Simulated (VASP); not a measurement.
Computed with PBE GGA, VASP's PBE PAW potentials (set 64) (plane waves; VASP).

VASP input:

**POSCAR**
```
Zn31S32
1.0
 10.8925962364   0.0000000000   0.0000000000
  0.0000000000  10.8925962364   0.0000000000
  0.0000000000   0.0000000000  10.8925962364
Zn S
31 32
Cartesian
  5.4462981182   0.0000000000   0.0000000000
  8.1694471773   2.7231490591   0.0000000000
  8.1694471773   0.0000000000   2.7231490591
  0.0000000000   0.0000000000   0.0000000000
  2.7231490591   2.7231490591   0.0000000000
  5.4462981182   5.4462981182   0.0000000000
  8.1694471773   8.1694471773   0.0000000000
  2.7231490591   0.0000000000   2.7231490591
  5.4462981182   2.7231490591   2.7231490591
  8.1694471773   5.4462981182   2.7231490591
  5.4462981182   0.0000000000   5.4462981182
  8.1694471773   2.7231490591   5.4462981182
  8.1694471773   0.0000000000   8.1694471773
  0.0000000000   5.4462981182   0.0000000000
  2.7231490591   8.1694471773   0.0000000000
  0.0000000000   2.7231490591   2.7231490591
  2.7231490591   5.4462981182   2.7231490591
  5.4462981182   8.1694471773   2.7231490591
  0.0000000000   0.0000000000   5.4462981182
  2.7231490591   2.7231490591   5.4462981182
  8.1694471773   8.1694471773   5.4462981182
  2.7231490591   0.0000000000   8.1694471773
  5.4462981182   2.7231490591   8.1694471773
  8.1694471773   5.4462981182   8.1694471773
  0.0000000000   8.1694471773   2.7231490591
  0.0000000000   5.4462981182   5.4462981182
  2.7231490591   8.1694471773   5.4462981182
  0.0000000000   2.7231490591   8.1694471773
  2.7231490591   5.4462981182   8.1694471773
  5.4462981182   8.1694471773   8.1694471773
  0.0000000000   8.1694471773   8.1694471773
  6.8078726477   1.3615745295   1.3615745295
  9.5310217068   4.0847235887   1.3615745295
  9.5310217068   1.3615745295   4.0847235887
  1.3615745295   1.3615745295   1.3615745295
  4.0847235887   4.0847235887   1.3615745295
  6.8078726477   6.8078726477   1.3615745295
  9.5310217068   9.5310217068   1.3615745295
  4.0847235887   1.3615745295   4.0847235887
  6.8125673567   4.1317687118   4.1247212020
  9.5310217068   6.8078726477   4.0847235887
  6.8078726477   1.3615745295   6.8078726477
  9.5310217068   4.0847235887   6.8078726477
  9.5310217068   1.3615745295   9.5310217068
  1.3615745295   6.8078726477   1.3615745295
  4.0847235887   9.5310217068   1.3615745295
  1.3615745295   4.0847235887   4.0847235887
  4.0953765478   6.8270871875   4.0887865270
  6.8078726477   9.5310217068   4.0847235887
  1.3615745295   1.3615745295   6.8078726477
  4.0969450816   4.1318776378   6.8245492126
  6.8025243830   6.7801292051   6.8466938607
  9.5310217068   9.5310217068   6.8078726477
  4.0847235887   1.3615745295   9.5310217068
  6.8078726477   4.0847235887   9.5310217068
  9.5310217068   6.8078726477   9.5310217068
  1.3615745295   9.5310217068   4.0847235887
  1.3615745295   6.8078726477   6.8078726477
  4.0847235887   9.5310217068   6.8078726477
  1.3615745295   4.0847235887   9.5310217068
  4.0847235887   6.8078726477   9.5310217068
  6.8078726477   9.5310217068   9.5310217068
  1.3615745295   9.5310217068   9.5310217068
```

**INCAR**
```
# general
SYSTEM =Zn31S32
PREC   =Normal
ENCUT  =400   # plane-wave cut-off (eV)
LREAL  =Auto   # projection in real space or not
LASPH  =.TRUE.   # aspherical one-centre terms
ISYM   =0
NELECT =565.0

# electronic loop
EDIFF  =1E-5   # SCF stop (eV)
NELM   =100   # most electronic steps
NELMIN =4
ALGO   =Fast   # Davidson, then RMM-DIIS
LMAXMIX=4

# smearing
ISMEAR =0   # Gaussian
SIGMA  =0.05   # width (eV)

# functional
GGA    =PE

# spin
ISPIN  =2   # spin-polarised
MAGMOM =63*0.0476
NUPDOWN=3

# ions
IBRION =2
NSW    =60   # most ionic steps
ISIF   =2   # forces and stress, cell fixed
EDIFFG =-0.03   # ionic stop

# output
LWAVE  =.FALSE.
LCHARG =.FALSE.
LORBIT =10
```

### KPOINTS
```
Regular mesh
0
Gamma
1 1 1
0 0 0
```

POTCAR, in this order: Zn S (PBE.64 set). Program: vasp_gam.

### Question
What will the output report for the number of irreducible k-points (NKPTS), largest plane-wave count, FFT grid (NGX, NGY, NGZ)?

### Answer

number of irreducible k-points (NKPTS): 1
largest plane-wave count: 11792
FFT grid (NGX, NGY, NGZ): 54 × 54 × 54

The cell is a supercell with a defect, built from ZnS (zinc blende): vac_Zn, charge -1.
